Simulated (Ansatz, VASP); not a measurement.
ScF3 in VASP and in Ansatz

The input INCAR:

```
SYSTEM = ScF3
ALGO = Normal
EDIFF = 1E-6
ENCUT = 520
ISIF = 2
ISMEAR = 0
LASPH = .TRUE.
LCHARG = .FALSE.
LREAL = .FALSE.
LWAVE = .FALSE.
NBANDS = 24
NELM = 100
PREC = Accurate
SIGMA = 0.05
```

The input KPOINTS:

```
k-points
0
G
  6 6 6
  0 0 0
```

POSCAR

```
ScF3
1.0
    4.3334460000      0.0000000000      0.0000000000
    0.0000000000      4.3334460000      0.0000000000
    0.0000000000      0.0000000000      4.0124500000
Sc F
1 3
Direct
    0.0000000000      0.0000000000      0.0000000000
    0.5000000000      0.0000000000      0.0000000000
    0.0000000000      0.5000000000      0.0000000000
    0.0000000000      0.0000000000      0.5000000000
```

Input for Ansatz:

```yaml
crystal:
  lattice:
    - [4.333446, 0.0, 0.0]
    - [0.0, 4.333446, 0.0]
    - [0.0, 0.0, 4.01245]
  atoms:
    - { symbol: Sc, position: [0.0, 0.0, 0.0] }
    - { symbol: F, position: [0.5, 0.0, 0.0] }
    - { symbol: F, position: [0.0, 0.5, 0.0] }
    - { symbol: F, position: [0.0, 0.0, 0.5] }
basis:
  ecutwfc: 420
kpoints:
  mp_grid: { grid: [6, 6, 6] }
hamiltonian:
  xc: lda
scf:
  occupations: { method: gaussian, width: 0.05 }
output:
  forces: true
  stress: true
  eigenvalues: true
```

Change from the starting cell: strain +0.080 along x and y, +0.000 along z, atoms carried along.

Alike in both runs: task single point; functional LDA; k mesh 6 × 6 × 6; occupations gaussian, width 0.05 eV; no spin polarisation.

```csv
,VASP,Ansatz
version,VASP 6.6.1,Ansatz 0.2.0
potentials or method,"VASP PAW LDA potentials, release 64 (Sc_sv, F)","scalar-relativistic, plane waves, PAW"
plane-wave cutoff (eV),520,420
valence electrons in the cell,32,32
```

```csv
,VASP,Ansatz,Ansatz less VASP
gap on the k mesh at the Fermi level (eV),5.11,5.13,+0.021
least direct gap on the mesh (eV),5.49,5.51,+0.021
pressure (GPa),-11.8,-12.2,-0.36
largest component of the traceless stress (GPa),7.72,7.47,-0.244
```

A k mesh can miss the band edges.
